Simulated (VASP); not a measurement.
Here is the system:

```
Yb
1.0
    0.00000     2.74000     2.74000
    2.74000     0.00000     2.74000
    2.74000     2.74000     0.00000
Yb
1
Cartesian
  0.00000   0.00000   0.00000
```

The numbers are results of r2SCAN+rVV10, VASP's PBE PAW potentials (set 64) (plane waves; VASP), not measurements. Run with 520 eV cut-off, 10×10×10 Γ-centred mesh, first-order Methfessel-Paxton smearing of 0.10 eV, potentials Yb_2.

The 4f electrons are frozen in the core of the lanthanide potential, so 4f levels, which can set the real gap, and their magnetism are missing. Energy and stress use the plane-wave basis of the starting cell.

Q: The ions, cell shape and volume are relaxed. Predict the relaxed structure.

A: 
```
Yb
1.0
    0.00000     2.66919     2.66919
    2.66919     0.00000     2.66919
    2.66919     2.66919     0.00000
Yb
1
Direct
  0.00000   0.00000   0.00000
```
Space group Fm-3m (225), at a tolerance of 0.03 Å.

Q: How do energy and volume change from the first to the last step?

A: The energy (σ→0) changes by -11.2 meV/atom and the volume by -7.6 %, in 4 ionic steps.

The compound is Yb in the fcc structure. This run relaxes it. Symmetry was kept, so distortions that lower it aren't found.
